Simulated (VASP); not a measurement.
Calculation: PBE GGA with D4 dispersion, VASP's PBE PAW potentials (set 64) (plane waves; VASP).

The input files of a VASP run:

### POSCAR
```
NaI
1
    0.0000000000     3.1408138889     3.1408138889
    3.1408138889     0.0000000000     3.1408138889
    3.1408138889     3.1408138889     0.0000000000
Na I
1 1
Direct
  0.0000000000   0.0000000000   0.0000000000
  0.5000000000   0.5000000000   0.5000000000
```

**KPOINTS**
```
Automatic mesh
0
Gamma
7 7 7
0 0 0
```

INCAR:
```
SYSTEM = NaI
PREC = Accurate
ENCUT = 520
EDIFF = 1E-7
NELM = 100
ALGO = Normal
LREAL = .FALSE.
LASPH = .TRUE.
ISMEAR = 0
SIGMA = 0.05
GGA = PE
IVDW = 13
LMAXMIX = 4
LWAVE = .FALSE.
LCHARG = .FALSE.
ISIF = 2
```

POTCAR, in this order: Na_pv I (PBE.64 set). Program: vasp_std.

The run wrote:

### OUTCAR
```
 ion  position               nearest neighbor table
   1  0.000  0.000  0.000-   2 3.14   2 3.14   2 3.14   2 3.14   2 3.14   2 3.14
   2  0.500  0.500  0.500-   1 3.14   1 3.14   1 3.14   1 3.14   1 3.14   1 3.14
  LATTYP: Found a face centered cubic cell.
 ALAT       =     6.2816277778
 Subroutine PRICEL returns:
 Original cell was already a primitive cell.
 Subroutine GETGRP returns: Found 48 space group operations
The static configuration has the point symmetry O_h .
The dynamic configuration has the point symmetry O_h .
 Subroutine INISYM returns: Found 48 space group operations
 Subroutine IBZKPT returns following result:
 Found     20 irreducible k-points:

 Following reciprocal coordinates:
            Coordinates               Weight
  0.000000  0.000000  0.000000      1.000000
  0.142857  0.000000  0.000000      8.000000
  0.285714  0.000000  0.000000      8.000000
  0.428571  0.000000  0.000000      8.000000
  0.142857  0.142857  0.000000      6.000000
  0.285714  0.142857  0.000000     24.000000
  0.428571  0.142857  0.000000     24.000000
 -0.428571  0.142857  0.000000     24.000000
 -0.285714  0.142857  0.000000     24.000000
 -0.142857  0.142857  0.000000     12.000000
  0.285714  0.285714  0.000000      6.000000
  0.428571  0.285714  0.000000     24.000000
 -0.428571  0.285714  0.000000     24.000000
 -0.285714  0.285714  0.000000     12.000000
  0.428571  0.428571  0.000000      6.000000
 -0.428571  0.428571  0.000000     12.000000
  0.428571  0.285714  0.142857     24.000000
 -0.428571  0.285714  0.142857     48.000000
 -0.428571  0.428571  0.142857     24.000000
 -0.285714  0.428571  0.142857     24.000000
   k-points           NKPTS =     20   k-points in BZ     NKDIM =     20   number of bands    NBANDS=     11
   number of dos      NEDOS =    301   number of ions     NIONS =      2
   total plane-waves  NPLWV =  46656
   dimension x,y,z NGX =    36 NGY =   36 NGZ =   36
...
```

OSZICAR:
```
       N       E                     dE             d eps       ncg     rms          rms(c)
DAV:   1     0.778186438269E+02    0.77819E+02   -0.69302E+03   440   0.118E+03
DAV:   2     0.211514104070E+00   -0.77607E+02   -0.73215E+02   513   0.231E+02
DAV:   3    -0.523721614666E+01   -0.54487E+01   -0.54163E+01   533   0.653E+01
DAV:   4    -0.539069763341E+01   -0.15348E+00   -0.15337E+00   536   0.113E+01
DAV:   5    -0.539494178826E+01   -0.42442E-02   -0.42440E-02   531   0.193E+00    0.174E+00
DAV:   6    -0.534312549064E+01    0.51816E-01   -0.71686E-02   512   0.186E+00    0.120E+00
DAV:   7    -0.533569573898E+01    0.74298E-02   -0.65163E-02   508   0.165E+00    0.586E-01
DAV:   8    -0.533733416069E+01   -0.16384E-02   -0.43114E-03   467   0.658E-01    0.153E-01
DAV:   9    -0.533730365517E+01    0.30506E-04   -0.14051E-04   509   0.136E-01    0.362E-02
DAV:  10    -0.533731616949E+01   -0.12514E-04   -0.34450E-05   497   0.775E-02    0.723E-03
DAV:  11    -0.533731625367E+01   -0.84188E-07   -0.44124E-06   500   0.264E-02    0.270E-03
DAV:  12    -0.533731638965E+01   -0.13598E-06   -0.52236E-07   488   0.575E-03    0.112E-03
DAV:  13    -0.533731644671E+01   -0.57064E-07   -0.11896E-08   333   0.126E-03
   1 F= -.56911676E+01 E0= -.56911676E+01  d E =-.545090E-12
```

**OUTCAR**
```
------------------------ aborting loop because EDIFF is reached ----------------------------------------
  Edisp (eV):   -0.35385
  FORCE on cell =-STRESS in cart. coord.  units (eV):
  Direction    XX          YY          ZZ          XY          YZ          ZX
  --------------------------------------------------------------------------------------
  Total       0.48667     0.48667     0.48667     0.00000    -0.00000     0.00000
  in kB      12.58307    12.58307    12.58307     0.00000    -0.00000     0.00000
  external pressure =       12.58 kB  Pullay stress =        0.00 kB
  volume of cell :       61.97
      direct lattice vectors                 reciprocal lattice vectors
     0.000000000  3.140813889  3.140813889    -0.159194406  0.159194406  0.159194406
     3.140813889  0.000000000  3.140813889     0.159194406 -0.159194406  0.159194406
     3.140813889  3.140813889  0.000000000     0.159194406  0.159194406 -0.159194406
  FREE ENERGIE OF THE ION-ELECTRON SYSTEM (eV)
  ---------------------------------------------------
  free  energy   TOTEN  =        -5.6911675734 eV

  energy  without entropy=       -5.6911675734  energy(sigma->0) =       -5.69116757
```
(Selected blocks of OUTCAR.)

The compound is NaI in the rock salt structure. This cell is one point of a volume scan, at 0.94 of the reference volume.
